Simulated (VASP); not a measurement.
Given:

```
CELL_PARAMETERS angstrom
     -1.43500     1.43500     1.43500
      1.43500    -1.43500     1.43500
      1.43500     1.43500    -1.43500
ATOMIC_POSITIONS crystal
  Fe 0.00000 0.00000 0.00000
```
Starting moments (μB, in the order of the record's atoms Fe): 2.5.

All values below come from rev-vdW-DF2, VASP's PBE PAW potentials (set 64) (plane waves; VASP 6.6.1). Numerical set-up: 520 eV cut-off, 16×16×16 Γ-centred mesh, first-order Methfessel-Paxton smearing of 0.10 eV, potentials Fe.

Energy and stress use the plane-wave basis of the starting cell.

**Question.** The ions, cell shape and volume are relaxed. Give the cell that the relaxation ends in.

**Answer.** 
```
CELL_PARAMETERS angstrom
     -1.40277     1.40277     1.40277
      1.40277    -1.40277     1.40277
      1.40277     1.40277    -1.40277
ATOMIC_POSITIONS crystal
  Fe 0.00000 0.00000 0.00000
```
Space group Im-3m (229), at a tolerance of 0.03 Å. The cell ends with 2.10 μB, on the sites 2.08 μB.

**Question.** How do energy and volume change from the first to the last step?

**Answer.** The energy (σ→0) changes by -29.1 meV/atom and the volume by -6.6 %, in 3 ionic steps.

```csv
step,E(σ→0) (eV),max force (eV/Å),pressure (GPa),volume (Å³)
1,-6.1297,0.000,-10.99,11.82
2,-6.1396,0.000,11.82,10.49
3,-6.1588,0.000,-0.12,11.04
```

The compound is Fe in the bcc structure. This run relaxes it. Symmetry was kept, so distortions that lower it aren't found.
